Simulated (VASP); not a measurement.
Data:

```xyz
6
Lattice="4.8056 0.0000 0.0000 0.0000 4.8056 0.0000 0.0000 0.0000 4.8056" Properties=species:S:1:pos:R:3 pbc="T T T"
Ag     3.6042     1.2014     3.6042
Ag     1.2014     3.6042     3.6042
Ag     3.6042     3.6042     1.2014
Ag     1.2014     1.2014     1.2014
O      0.0000     0.0000     0.0000
O      2.4028     2.4028     2.4028
```

Calculation: PW91 GGA, VASP's PBE PAW potentials (set 64) (plane waves; VASP). Numerical set-up: 520 eV cut-off, 7×7×7 Γ-centred mesh, tetrahedra with Blöchl corrections, potentials Ag O.

Question: Predict the energy per atom (σ→0), band gap (on the k-mesh) with the smallest direct gap where there is one.

Answer: 
```yaml
band gap (on the k-mesh): none (metal, semimetal or under 0.01 eV)
energy per atom (σ→0): -3.620 eV/atom
```

Total energies compare only between runs with the same potentials, cut-off and functional.

The compound is Ag2O in the cuprite structure. It was relaxed first.
